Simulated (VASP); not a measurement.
Output of a VASP run:

File OSZICAR:
```
       N       E                     dE             d eps       ncg     rms          rms(c)
DAV:   1     0.505125091558E+03    0.50513E+03   -0.43872E+04   832   0.139E+03
DAV:   2    -0.123151579007E+03   -0.62828E+03   -0.61434E+03  1036   0.385E+02
DAV:   3    -0.153505866418E+03   -0.30354E+02   -0.30281E+02   968   0.815E+01
DAV:   4    -0.153890787566E+03   -0.38492E+00   -0.38437E+00  1040   0.100E+01
DAV:   5    -0.153896627419E+03   -0.58399E-02   -0.58354E-02   976   0.111E+00    0.111E+02
DAV:   6    -0.133436951418E+03    0.20460E+02   -0.11572E+02   936   0.428E+01    0.933E+01
DAV:   7    -0.132867696676E+03    0.56925E+00   -0.61590E+00  1024   0.122E+01    0.523E+01
DAV:   8    -0.132745544520E+03    0.12215E+00   -0.47426E-01   964   0.367E+00    0.817E+00
DAV:   9    -0.132717958976E+03    0.27586E-01   -0.12284E-01   992   0.180E+00    0.361E+00
DAV:  10    -0.132715442550E+03    0.25164E-02   -0.12974E-02   960   0.530E-01    0.339E-01
DAV:  11    -0.132715504834E+03   -0.62284E-04   -0.12743E-03  1016   0.188E-01    0.569E-02
DAV:  12    -0.132715508757E+03   -0.39236E-05   -0.23555E-04   984   0.705E-02    0.130E-01
DAV:  13    -0.132715499956E+03    0.88018E-05   -0.69922E-05   976   0.351E-02    0.334E-02
DAV:  14    -0.132715499750E+03    0.20597E-06   -0.51567E-06   868   0.123E-02
   1 F= -.13271550E+03 E0= -.13271550E+03  d E =-.452914E-11
```

### OUTCAR
```
------------------------ aborting loop because EDIFF is reached ----------------------------------------
  FORCE on cell =-STRESS in cart. coord.  units (eV):
  Direction    XX          YY          ZZ          XY          YZ          ZX
  --------------------------------------------------------------------------------------
  Total      -13.3349962    -14.7139631    -13.4650708      0.0000000      0.0000000      0.0000000
  in kB     -159.8246610   -176.3520690   -161.3836515      0.0000000      0.0000000      0.0000000
  external PRESSURE =    -165.8534605 kB  Pullay stress =       0.0000000 kB
  volume of cell :      133.68
      direct lattice vectors                 reciprocal lattice vectors
     5.238365000  0.000000000  0.000000000     0.190899260  0.000000000  0.000000000
     0.000000000  5.047155000  0.000000000     0.000000000  0.198131423  0.000000000
     0.000000000  0.000000000  5.056119000     0.000000000  0.000000000  0.197780155
 POSITION                                       TOTAL-FORCE (eV/Angst)
 -----------------------------------------------------------------------------------
      0.15715      1.34759      1.26403         0.197789     -0.203054     -0.047416
      5.08121      3.69956      3.79209        -0.197789      0.203054     -0.047416
      2.77633      3.69956      1.26403         0.197789      0.203054     -0.047416
      2.46203      1.34759      3.79209        -0.197789     -0.203054     -0.047416
      1.89105      0.34321      0.53595         0.140507     -0.105768     -0.031868
      3.34732      4.70395      3.06401        -0.140507      0.105768     -0.031868
      4.51023      4.70395      0.53595         0.140507      0.105768     -0.031868
      0.72813      0.34321      3.06401        -0.140507     -0.105768     -0.031868
      1.19959      2.71032      0.00000         0.017098     -0.078803      0.079284
      4.03878      2.33683      2.52806        -0.017098      0.078803      0.079284
      3.81877      2.33683      0.00000         0.017098      0.078803      0.079284
      1.41960      2.71032      2.52806        -0.017098     -0.078803      0.079284
 -----------------------------------------------------------------------------------
    total drift:                                0.000000      0.000000      0.002129
  FREE ENERGIE OF THE ION-ELECTRON SYSTEM (eV)
  ---------------------------------------------------
  free  energy   TOTEN  =      -132.7154997497 eV

  energy  without entropy=     -132.7154997497  energy(sigma->0) =     -132.71549975
```
(Selected blocks of OUTCAR.)

**POSCAR**
```
HfO2
1
    5.2383650000     0.0000000000     0.0000000000
    0.0000000000     5.0471550000     0.0000000000
    0.0000000000     0.0000000000     5.0561190000
Hf O
4 8
Direct
  0.0300000000   0.2670000000   0.2500000000
  0.9700000000   0.7330000000   0.7500000000
  0.5300000000   0.7330000000   0.2500000000
  0.4700000000   0.2670000000   0.7500000000
  0.3610000000   0.0680000000   0.1060000000
  0.6390000000   0.9320000000   0.6060000000
  0.8610000000   0.9320000000   0.1060000000
  0.1390000000   0.0680000000   0.6060000000
  0.2290000000   0.5370000000   0.0000000000
  0.7710000000   0.4630000000   0.5000000000
  0.7290000000   0.4630000000   0.0000000000
  0.2710000000   0.5370000000   0.5000000000
```

Reconstruct the remaining input files.

This is not unique; one that fits is the input of the run itself, LDA (Ceperley-Alder, Perdew-Zunger), plane waves, VASP's LDA PAW potentials (set 64).

### INCAR
```
SYSTEM = HfO2
PREC = Accurate
ENCUT = 400
EDIFF = 1E-6
NELM = 100
ALGO = Normal
LREAL = .FALSE.
LASPH = .TRUE.
ISMEAR = 0
SIGMA = 0.272
LMAXMIX = 6
LWAVE = .FALSE.
LCHARG = .FALSE.
ISIF = 2
```

### KPOINTS
```
Automatic mesh
0
Gamma
3 3 3
0 0 0
```

POTCAR, in this order: Hf_pv O (LDA.64 set). Program: vasp_std.

At this cut-off the stress carries a Pulay error, which pulls relaxed volumes low.

The structure was generated: HfO2 was put into an ordered model structure, which need not be its known phase. The cell was not relaxed at this level. The run is one of a series of settings (GGA removed, POTCAR Hf_pv O (LDA.64 set) against the base run), some of them coarse on purpose.
